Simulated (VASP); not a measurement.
Input:

```
CELL_PARAMETERS angstrom
      0.00000     3.23956     3.23956
      3.23956     0.00000     3.23956
      3.23956     3.23956     0.00000
ATOMIC_POSITIONS crystal
  Hg 0.00000 0.00000 0.00000
  Te 0.25000 0.25000 0.25000
```

These are vdW-DF-cx, VASP's PBE PAW potentials (set 64) (plane waves; VASP) values and carry that method's errors. Settings: 520 eV cut-off, 10×10×10 Γ-centred mesh, first-order Methfessel-Paxton smearing of 0.10 eV, potentials Hg Te.

Unless said otherwise, spin-orbit coupling is left out, though it shifts the bands of the heavy elements here.

Predict the energy per atom (σ→0), pressure, band gap (on the k-mesh) with the smallest direct gap where there is one.

```yaml
band gap (on the k-mesh): none (metal, semimetal or under 0.01 eV)
energy per atom (σ→0): 0.451 eV/atom
pressure: 1.30 GPa
```

Only differences to runs with the same potentials and settings are physical.

The compound is HgTe in the zinc blende structure. This cell is one point of a volume scan, at 0.97 of the reference volume.
